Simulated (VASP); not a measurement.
A convergence study with VASP on NbN (rock salt): one setting is varied, all else stays as given below, so the limit is that of these other settings. Each run relaxes cell and ions from the cell shown.

```
CELL_PARAMETERS angstrom
      0.00000     2.19500     2.19500
      2.19500     0.00000     2.19500
      2.19500     2.19500     0.00000
ATOMIC_POSITIONS crystal
  Nb 0.00000 0.00000 0.00000
  N  0.50000 0.50000 0.50000
```

Method: PBE GGA, VASP's PBE PAW potentials (set 64) (plane waves; VASP). The tightest run used: 700 eV cut-off, 19×19×19 Γ-centred mesh, first-order Methfessel-Paxton smearing of 0.10 eV, potentials Nb_sv N.

Task: The settings run are 2×2×2 mesh; 3×3×3 mesh; 4×4×4 mesh; 5×5×5 mesh; 6×6×6 mesh; 7×7×7 mesh; 8×8×8 mesh; 9×9×9 mesh; 10×10×10 mesh; 11×11×11 mesh; 13×13×13 mesh; 14×14×14 mesh; 15×15×15 mesh; 16×16×16 mesh; 17×17×17 mesh; 18×18×18 mesh; 19×19×19 mesh. From which on does the relaxed volume stay within 0.05 Å³/atom of the tightest run?

Result: From 4×4×4 mesh on: it is off by 0.030 there and by no more than 0.05 in any finer run, while 3×3×3 mesh is off by 0.222.
```json
[
 {"setting": "2×2×2 mesh", "relaxed volume (Å³/atom)": "10.768", "E (eV/atom)": "-10.2748", "irreducible k-points": "3", "difference judged (Å³/atom)": "0.013"},
 {"setting": "3×3×3 mesh", "relaxed volume (Å³/atom)": "11.003", "E (eV/atom)": "-10.0089", "irreducible k-points": "4", "difference judged (Å³/atom)": "0.222"},
 {"setting": "4×4×4 mesh", "relaxed volume (Å³/atom)": "10.811", "E (eV/atom)": "-10.2513", "irreducible k-points": "8", "difference judged (Å³/atom)": "0.030"},
 {"setting": "5×5×5 mesh", "relaxed volume (Å³/atom)": "10.756", "E (eV/atom)": "-10.2886", "irreducible k-points": "10", "difference judged (Å³/atom)": "0.025"},
 {"setting": "6×6×6 mesh", "relaxed volume (Å³/atom)": "10.793", "E (eV/atom)": "-10.2438", "irreducible k-points": "16", "difference judged (Å³/atom)": "0.012"},
 {"setting": "7×7×7 mesh", "relaxed volume (Å³/atom)": "10.772", "E (eV/atom)": "-10.2756", "irreducible k-points": "20", "difference judged (Å³/atom)": "0.009"},
 {"setting": "8×8×8 mesh", "relaxed volume (Å³/atom)": "10.788", "E (eV/atom)": "-10.2603", "irreducible k-points": "29", "difference judged (Å³/atom)": "0.007"},
 {"setting": "9×9×9 mesh", "relaxed volume (Å³/atom)": "10.781", "E (eV/atom)": "-10.2701", "irreducible k-points": "35", "difference judged (Å³/atom)": "0.000"},
 {"setting": "10×10×10 mesh", "relaxed volume (Å³/atom)": "10.782", "E (eV/atom)": "-10.2714", "irreducible k-points": "47", "difference judged (Å³/atom)": "0.001"},
 {"setting": "11×11×11 mesh", "relaxed volume (Å³/atom)": "10.783", "E (eV/atom)": "-10.2672", "irreducible k-points": "56", "difference judged (Å³/atom)": "0.002"},
 {"setting": "13×13×13 mesh", "relaxed volume (Å³/atom)": "10.778", "E (eV/atom)": "-10.2730", "irreducible k-points": "84", "difference judged (Å³/atom)": "0.003"},
 {"setting": "14×14×14 mesh", "relaxed volume (Å³/atom)": "10.782", "E (eV/atom)": "-10.2689", "irreducible k-points": "104", "difference judged (Å³/atom)": "0.002"},
 {"setting": "15×15×15 mesh", "relaxed volume (Å³/atom)": "10.779", "E (eV/atom)": "-10.2722", "irreducible k-points": "120", "difference judged (Å³/atom)": "0.002"},
 {"setting": "16×16×16 mesh", "relaxed volume (Å³/atom)": "10.782", "E (eV/atom)": "-10.2688", "irreducible k-points": "145", "difference judged (Å³/atom)": "0.002"},
 {"setting": "17×17×17 mesh", "relaxed volume (Å³/atom)": "10.781", "E (eV/atom)": "-10.2708", "irreducible k-points": "165", "difference judged (Å³/atom)": "0.000"},
 {"setting": "18×18×18 mesh", "relaxed volume (Å³/atom)": "10.780", "E (eV/atom)": "-10.2708", "irreducible k-points": "195", "difference judged (Å³/atom)": "0.001"},
 {"setting": "19×19×19 mesh", "relaxed volume (Å³/atom)": "10.781", "E (eV/atom)": "-10.2699", "irreducible k-points": "220", "difference judged (Å³/atom)": "0.000"}
]
```

VASP warned of too few bands at 2×2×2 mesh; 3×3×3 mesh; 4×4×4 mesh; 5×5×5 mesh; 6×6×6 mesh; 7×7×7 mesh; 8×8×8 mesh; 9×9×9 mesh; 10×10×10 mesh; 11×11×11 mesh; 13×13×13 mesh; 14×14×14 mesh; 15×15×15 mesh; 16×16×16 mesh; 17×17×17 mesh; 18×18×18 mesh; 19×19×19 mesh.

Left out are rungs that failed or repeat a setting and relaxations that didn't move; long series are thinned to 24 rows.

The compound is NbN in the rock salt structure, the cubic δ form, which competes with hexagonal ones. VASP warned that the highest band is occupied, so more bands are needed.
